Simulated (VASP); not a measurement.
Given:

```
WS2
1.0
    1.57420     0.90886     6.35130
   -1.57420     0.90886     6.35130
    0.00000    -1.81773     6.35130
W S
1 2
Direct
  0.00069   0.00069   0.00069
  0.25176   0.25176   0.25176
  0.41625   0.41625   0.41625
```

Level of theory: PBEsol GGA, VASP's PBE PAW potentials (set 64) (plane waves; VASP). Numerical set-up: 400 eV cut-off, 9×9×9 Γ-centred mesh, tetrahedra with Blöchl corrections, potentials W_sv S.

The cores are frozen, which limits the accuracy of field gradients. Without a dispersion term in the relaxation, distances and binding between the weakly bound layers, chains or molecules are unreliable, and so is what depends on them.

Question: Give the principal components of the electric field gradient (V/Å²) and the asymmetry η at each nucleus.

Answer: 
| atom | Vxx | Vyy | Vzz | η |
|---|---|---|---|---|
| W1 | 76.8 | 76.8 | -153.5 | 0.00 |
| S2 | 23.1 | 23.1 | -46.1 | 0.00 |
| S3 | 22.6 | 22.6 | -45.3 | 0.00 |

The structure comes from a measured WS2 entry (R3m) of the Crystallography Open Database, whose conditions weren't checked. It was relaxed first.
